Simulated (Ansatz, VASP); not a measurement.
# NiF2 (1T-NiF2 monolayer) in two plane-wave programs

One calculation is typed for both programs; each brings its own data sets. How far apart do they land? The structure shown is the start of the Ansatz relaxation below; VASP solves that cell, so the two are compared at the walk's first step.

Method: plane waves, with VASP 6.6.1 beside it; single point at PBE with D3(BJ), in Ansatz 0.2.0.

## 1. The structure

The cell holds 3 atoms: 2 F and 1 Ni. Its edges and angles: a = 2.465 Å, b = 2.465 Å, c = 27.997 Å, α = 90.0°, β = 90.0°, γ = 120.0°. Vacuum lies along c. The height across the vacuum is the one that the program set for its solve, not the one typed.

## 2. Ansatz: relaxation, PBE with D3(BJ)

Ansatz runs on its default PAW (the set named soft_2) files.

The two programs are compared at the cell with which this relaxation starts, whose forces are those of its first step.

input.yaml

```yaml
crystal:
  lattice:
    - [2.464748, 0.0, 0.0]
    - [-1.232374, 2.1345343819, 0.0]
    - [0.0, 0.0, 20.0984086976]
  atoms:
    - { symbol: F, position: [0.6666666667, 0.3333333333, 0.4477966458] }
    - { symbol: Ni, position: [0.0, 0.0, 0.5], spin: 2.0 }
    - { symbol: F, position: [0.3333333333, 0.6666666667, 0.5522033542] }
  periodic: [true, true, false]
magnetization:
  spin_polarized: true
kpoints:
  mp_grid: { grid: [18, 18, 1] }
hamiltonian:
  xc: pbe
  dispersion: d3bj
scf:
  occupations: { method: fermi_dirac, width: 0.05 }
  convergence: { dr2_threshold: 1.0e-09 }
relax:
  f_tol: 0.004
  max_steps: 90
  cell: {}
output:
  write_potential: true
  write_density: true
  volumetric_format: npy
```

Command:

```bash
$ ansatz run input.yaml --threads 2 --pin off --max-ram 3072MiB --backend cpu --events-out ev --progress --plain --runs-dir out
```

Numbers of over 12 decimals in the logs are rounded to 6 here.

The log of the run:

```text
Warning: crystal.periodic: the lattice vector that does not repeat stood 0.000° off the slab's normal, 20.098 Å along it as the deck builds it. The run solves the slab on a vector along the normal, 27.997 Å long, with every atom where it was (on the deck's vector they left 18.00 Å outside them, and the widest stretch free of ions among them is 1.05 Å). A fractional position that the run reports is one of the run's ce [...]
Warning: relax.cell: scf.convergence.dr2_threshold = 1e-9 eV is looser than the 2.04957942214e-10 eV advised for a relaxation that steers and ends on the stress (1e-10 eV for each atom of the cell: 3, times the square of relax.cell.stress_2d_tol = 0.05 N/m over 12.1 Å (the atoms' height at the walk's start and 5 Å past either face), 4.133e-2 GPa, over a crystal's default 0.05). What an SCF threshold leaves in a stress goes as its square root, and in the free energy as the threshold itself, and one threshold admits the most on a small cell: [figures from the program's tests cut] Set scf.convergence.dr2_threshold to 2.04957942214e-10 eV or tighter. [rest of the remark cut]
crystal.periodic: the lattice vector that does not repeat stood 0.000° off the slab's normal, 20.098 Å along it as the deck builds it. The run solves the slab on a vector along the normal, 27.997 Å long, with every atom where it was (on the deck's vector they left 18.00 Å outside them, and the widest stretch free of ions among them is 1.05 Å). A fractional position that the run reports is one of the run's cell, which [...]
Engine: ansatz 0.2.0, aarch64-unknown-linux-gnu
Pseudopotentials: kind: paw
Pseudopotential: F, paw, valence charge 7, recommended cutoff 420 eV (normal), F.paw.azcp
Pseudopotential: Ni, paw, valence charge 18, recommended cutoff 420 eV (normal), Ni.paw.azcp
Functional definition: PBE
  parameter kappa = 0.804
  parameter beta = 0.066725
  exchange = pbe_x(kappa = kappa, mu = beta*pi^2/3)
  correlation = pbe_c(beta = beta)
Crystal: 3 atoms, lattice volume = 147.294 Å³
Basis set: ecut = 420 eV, 2775 PW (Γ), exchange–correlation on 36×36×384 points (8 copies of the dense FFT grid, shifted against one another)
Bands: 21, of which v1, the nominal top of the filled ones, is band 16 counted from 1 (15 counted from 0)
Symmetry: 12 space group operations
Space group: P-3m1 (ITA 164), of the structure as read, at distance tolerance 5.3e-5 Å
[...]
iter 1 solved again at ethr=4.74e-7 eV; its pass at ethr=3.10e-3 eV (dr2=1.52e-4 eV) is discarded
SCF iter   1: F=—  HF=-7456.040048 eV  |F-HF|=—  |Δ(HF+E_count)|=         —  Δρ=6.98e-5 (↑2.94e-5 ↓6.98e-5)  dr2=3.80e-7  dr2_m=2.41e-6  M=2.000 μB ∫|m|=2.049 μB  β_m=0.65  ethr=4.74e-7  ⟨swp⟩=5.0  Hψ=16204  notcnv=0
preconditioner: auto → none  [insulator: Δε(μ)=1.537 eV  Ē_g=13.886 eV  σ=0.050 eV  W_gap=1.00  n_scr=16 (ndim 8)  ℏωp=12.0 eV  f_vac=0.836  D(μ)=0.00/eV (n_scr^D=0)  ε∞_Penn≈1.7]
SCF iter   2: F=—  HF=-7456.041903 eV  |F-HF|=—  |Δ(HF+E_count)|=   1.85e-3  Δρ=2.46e-5 (↑1.06e-5 ↓2.46e-5)  dr2=9.82e-8  dr2_m=2.95e-7  M=2.000 μB ∫|m|=2.049 μB  β_m=0.63  ethr=1.19e-9  ⟨swp⟩=3.8  Hψ=4240  notcnv=0
SCF iter   3: F=—  HF=-7456.042439 eV  |F-HF|=—  |Δ(HF+E_count)|=   5.35e-4  Δρ=4.77e-6 (↑4.16e-6 ↓4.77e-6)  dr2=9.52e-8  dr2_m=1.92e-9  M=2.000 μB ∫|m|=2.049 μB  β_m=0.51  ethr=3.07e-10  ⟨swp⟩=3.3  Hψ=3840  notcnv=0
SCF iter   4: F=—  HF=-7456.042532 eV  |F-HF|=—  |Δ(HF+E_count)|=   9.38e-5  Δρ=5.44e-7 (↑5.40e-7 ↓5.44e-7)  dr2=2.43e-9  dr2_m=2.59e-11  M=2.000 μB ∫|m|=2.049 μB  β_m=0.51  ethr=2.98e-10  ⟨swp⟩=3.3  Hψ=3449  notcnv=0
iter 5 met the thresholds in force, and the SCF goes on: an eigenvalue changes by 15.27 meV, over its tolerance of 0.06 meV (output.eigenvalues, Limitations)
SCF iter   5: F=-7456.042533 eV  HF=-7456.042533 eV  |F-HF|=1.01e-7  |Δ(HF+E_count)|=   6.41e-7  Δρ=4.22e-7 (↑1.82e-7 ↓4.22e-7)  dr2=6.18e-10  dr2_m=9.75e-11  M=2.000 μB ∫|m|=2.049 μB  β_m=0.60  ethr=3.13e-12  ⟨swp⟩=13.5  Hψ=13221  notcnv=0
iter 6 met the thresholds in force, and the SCF goes on: an eigenvalue changes by 4.62 meV, over its tolerance of 0.05 meV (output.eigenvalues, Limitations)
SCF iter   6: F=-7456.042533 eV  HF=-7456.042533 eV  |F-HF|=1.63e-8  |Δ(HF+E_count)|=   8.52e-8  Δρ=1.84e-7 (↑5.26e-8 ↓1.84e-7)  dr2=4.95e-11  dr2_m=2.20e-11  M=2.000 μB ∫|m|=2.049 μB  β_m=1.00  ethr=1.93e-12  ⟨swp⟩=8.4  Hψ=10200  notcnv=0
Mixer restart at iter 6: flushing history
SCF iter   7: F=-7456.042533 eV  HF=-7456.042533 eV  |F-HF|=1.08e-10  |Δ(HF+E_count)|=   1.64e-8  Δρ=8.29e-8 (↑8.29e-8 ↓6.57e-8)  dr2=2.10e-11  dr2_m=2.33e-12  M=2.000 μB ∫|m|=2.049 μB  ethr=1.00e-12  ⟨swp⟩=7.7  Hψ=9476  notcnv=0
SCF 19 converged in 7 iterations: F = -7456.042533 eV  dr2 = 2.10e-11
relax step  19: F+E_penalty+E_count = -7456.04253305 eV  Δ(F+E_penalty+E_count) = -2.503e-4 eV  max|allowed force component| = 3.323e-6 eV/Å  Δτ_max = 0.0000 Å  P = +0.004 N/m  Ω = 230.557 Å³  fix = [c, alpha, beta]  reactions: c +0.000 N/m  stress off target by 3.96e-3 N/m on what of the cell is left free  SCF on the basis re-selected at this cell (its energy is not comparable with the rows above)  (7 SCF iters)
basis re-selected at this cell: Δ(F+E_penalty+E_count) = -2.503e-4 eV, ΔP = +0.002 N/m vs the last step (what re-selecting the basis moved, of the pressure what is left beyond the Pulay correction that the steps carried, after the strain that the cell walked since its last selection, with what the two solves' SCF thresholds leave and, on support functions, any second-order correction that the steps lacked; it is no m [...]
WARN: The output density's exchange-correlation potential varies sharply where the density is thin. Do not read a vacuum level from v_tot or v_xc, or from such a field of the output density. On a cell that repeats whose density bears no net charge and no dipole along the vacuum's axis use v_es (v_loc + v_h of the components); under efield.dipole_correction with no amplitude use v_es + v_field, which holds any externa [...]
SCF converged after 7 iterations
an eigenvalue changed by more than its tolerance at an iteration that met the thresholds in force, so the SCF went on 2 times, its first undamped step at iteration 6: the last check found none over its tolerance
Magnetization: 2.0000 μB (17.0000 up, 15.0000 down)
Absolute magnetization: 2.0474 μB (∫|ρ↑−ρ↓|, with the PAW one-centre terms)
Spin contamination: 0.0016 ħ² per cell (⟨S²⟩ above its minimum at these occupations)
Per-site moments (μB) at R_I (Å): [(0.145636, 0.839766), (1.651134, 0.839766), (0.145636, 0.839766)]
Free energy (F): -7456.042533 eV
Harris-Foulkes:  -7456.042533 eV  (|F-HF|=1.08e-10)
Internal energy: -7456.042533 eV  (E = F + TS)
E sigma→0 (E₀):  -7456.042533 eV
Entropy (-TS):   -0.000000 eV (-0.000 meV/atom)
Fermi energy:    -6.431897 eV
--- Per-component energies (eV) ---
  E_band       = -969.694391
  E_kinetic    = 685.773715
  E_local      = -74088.661010  (includes V_loc(G=0)·N_el)
  E_nonlocal   = 791.978431
  E_hartree    = 36306.355920
  E_xc         = -240.078225
  E_vxc        = -308.078285  (∫ρ·V_xc dr)
  E_paw        = -2034.919400  (= ΣΔE_a)
  E_vpaw       = -663.424453  (= ΣTr[D̂ρ^β])
  E_aug_tail   = 0.004928  (compensation charges beyond the density's cutoff)
  E_ewald      = 31123.729754
  E_disp       = -0.226646  (pairwise vdW)
  E_smearing   = -0.000000  (= −TS)
  E_closure    = 0.000000  (closes the sum)
  Σ components = -7456.042533   (vs F -7456.042533, Δ=0.00e0)
--- Forces (eV/Å), atoms counted from 1 ---
  atom   1  F      0.00000000     0.00000000    -0.00000332
  atom   2  Ni    -0.00000000     0.00000000     0.00000000
  atom   3  F     -0.00000000    -0.00000000     0.00000332
  max |Σ_I F_I| component: 8.47e-22 eV/Å
--- 2D stress c σ (N/m, compression-positive) ---
        0.003961       0.000000       0.000000
        0.000000       0.003961      -0.000000
        0.000000      -0.000000       0.000000
  P = ½ c Tr σ = 0.0040 N/m
--- Band table (eV; the first three rows and the last of 74) ---
  k-point 0 ↑: bands = [... 12 lower, -8.9025, -8.9025, -8.1334, -7.6462, -7.6462, -3.3731, -0.9041, -0.0174, ... 1 higher]
  k-point 1 ↑: bands = [... 12 lower, -8.8833, -8.8686, -8.1342, -7.6916, -7.6625, -3.2626, -0.8287, 0.0458, ... 1 higher]
  k-point 2 ↑: bands = [... 12 lower, -8.8434, -8.7804, -8.1419, -7.8107, -7.7072, -2.9449, -0.6103, 0.2348, ... 1 higher]
  k-point 36 ↓: bands = [... 12 lower, -7.6134, -7.4315, -7.4315, -5.4795, -5.4795, 2.5866, 4.4297, 4.4297, ... 1 higher]
  the weakly bound empty levels are not read free of the cell's end (no_gap_told)
--- Relaxed structure (15 steps of the walk, 15 accepted, 4 SCFs on fresh bases) ---
  F+E_penalty+E_count = -7456.04253305 eV   max|allowed force component| = 3.323e-6 eV/Å   (the final SCF, on the basis selected at the relaxed cell)
  cell:  # Å, volume = 230.5572 Å³
    - [3.083683, 0, 0]
    - [-1.541841, 2.670548, 0]
    - [0, 0, 27.996817]
  atoms:
    - { symbol: F, position: [0.666667, 0.333333, 0.323676] }
    - { symbol: Ni, position: [0, 0, 0.358941] }
    - { symbol: F, position: [0.333333, 0.666667, 0.394206] }
```

In the SCF lines HF is the Harris–Foulkes energy and dr2 the Hartree energy of the density residual, in eV; the loop may stop once dr2 is under the threshold and the program's other checks hold. Hψ counts applications of the Hamiltonian.

## 3. VASP: single point, PBE with D3(BJ), start cell

The same cell, functional, mesh and smearing now go to VASP, with its own data sets.

Lines of VASP's logs that name or quote its potential files are left out, and so is its time.

INCAR

```
SYSTEM = NiF2
PREC = Accurate
ENCUT = 520
EDIFF = 1E-06
NELM = 200
ISMEAR = -1
SIGMA = 0.05
LREAL = .FALSE.
ALGO = Normal
GGA = PE
IVDW = 12
NBANDS = 21
ISPIN = 2
MAGMOM = 0.15 0.15 1.65
LASPH = .TRUE.
LMAXMIX = 4
LORBIT = 11
LWAVE = .FALSE.
LCHARG = .FALSE.
ISIF = 2
LDIPOL = .TRUE.
IDIPOL = 3
DIPOL = 0.5 0.5 0.359
LVHAR = .TRUE.
GGA_COMPAT = .FALSE.
NELMDL = -8
KPAR = 2
```

POSCAR

```
NiF2
1.0
    2.4647480000      0.0000000000      0.0000000000
   -1.2323740000      2.1345340000      0.0000000000
    0.0000000000      0.0000000000     27.9968170000
F Ni
2 1
Direct
    0.6666665886      0.3333331772      0.3214651151
    0.3333334114      0.6666668228      0.3964168141
    0.0000000000      0.0000000000      0.3589409468
```

KPOINTS

```
Automatic mesh
0
Gamma
18 18 1
0 0 0
```

The projector-augmented-wave data sets are F and Ni (PBE family, release 64).

Command:

```bash
$ mpirun -np 2 vasp_std
```

The log of the run:

```text
[banner, memory and clock lines left out]
running    2 mpi-ranks, on    1 nodes
 distrk:  each k-point on    1 cores,    2 groups
 distr:  one band on    1 cores,    1 groups

 POSCAR found type information on POSCAR F Ni
 POSCAR found :  2 types and       3 ions
 LDA part: xc-table for (Slater+PW92), standard interpolation
 POSCAR, INCAR and KPOINTS ok, starting setup
 FFT: planning ... GRIDC
 FFT: planning ... GRID_SOFT
 FFT: planning ... GRID
 WAVECAR not read
 entering main loop
       N       E                     dE             d eps       ncg     rms          rms(c)
DAV:   1     0.246869426561E+03    0.24687E+03   -0.10103E+04  3124   0.932E+02
DAV:   2     0.169929961481E+02   -0.22988E+03   -0.21499E+03  3794   0.265E+02
DAV:   3    -0.108179177882E+02   -0.27811E+02   -0.27563E+02  4003   0.116E+02
DAV:   4    -0.112854032837E+02   -0.46749E+00   -0.46715E+00  3582   0.178E+01
DAV:   5    -0.112935208196E+02   -0.81175E-02   -0.81170E-02  3932   0.211E+00
DAV:   6    -0.112938122912E+02   -0.29147E-03   -0.29147E-03  3907   0.389E-01
DAV:   7    -0.112938239223E+02   -0.11631E-04   -0.11631E-04  4202   0.661E-02
DAV:   8    -0.112938244247E+02   -0.50234E-06   -0.50271E-06  3390   0.126E-02    0.351E+01
DAV:   9    -0.980066764223E+01    0.14932E+01   -0.97738E+00  4377   0.509E+01    0.265E+01
DAV:  10    -0.946273282661E+01    0.33793E+00   -0.22311E+00  3805   0.301E+01    0.953E+00
DAV:  11    -0.984084808435E+01   -0.37812E+00   -0.39839E-01  4034   0.118E+01    0.437E+00
DAV:  12    -0.995766521634E+01   -0.11682E+00   -0.12167E-01  3934   0.726E+00    0.750E-01
DAV:  13    -0.996867938016E+01   -0.11014E-01   -0.14096E-02  3845   0.125E+00    0.268E-01
DAV:  14    -0.997286987975E+01   -0.41905E-02   -0.13436E-03  3765   0.464E-01    0.822E-02
[...]
DAV:  24    -0.998297507875E+01   -0.21761E-03   -0.26578E-06  2979   0.712E-03    0.164E-03
DAV:  25    -0.998314149922E+01   -0.16642E-03   -0.18286E-06  2973   0.420E-03    0.894E-04
DAV:  26    -0.998317428496E+01   -0.32786E-04   -0.42637E-08  3011   0.209E-03    0.594E-04
DAV:  27    -0.998320382105E+01   -0.29536E-04   -0.24483E-08  2726   0.972E-04    0.439E-04
DAV:  28    -0.998321996070E+01   -0.16140E-04   -0.21650E-08  2978   0.934E-04    0.236E-04
DAV:  29    -0.998322345683E+01   -0.34961E-05   -0.82480E-09  2908   0.701E-04    0.173E-04
DAV:  30    -0.998322574124E+01   -0.22844E-05   -0.98250E-09  2766   0.427E-04    0.105E-04
DAV:  31    -0.998322665806E+01   -0.91682E-06   -0.22568E-09  2875   0.363E-04
   1 F= -.10330049E+02 E0= -.10330049E+02  d E =-.486652E-08  mag=     2.0000
```

[end of part 1 of 2]

[Lines on the potential files, build, host, timing and source positions are cut from VASP's logs without a mark.]

[Logs are printed without paths, hosts, clocks, repeated set-up lines and the standing remarks that a program may print on its own settings, such as how far it seeks lower states.]

[Hosts, paths, dates, database ids (printed as entryN), source tags and the programs' standing remarks are cut or masked in the printed files.]
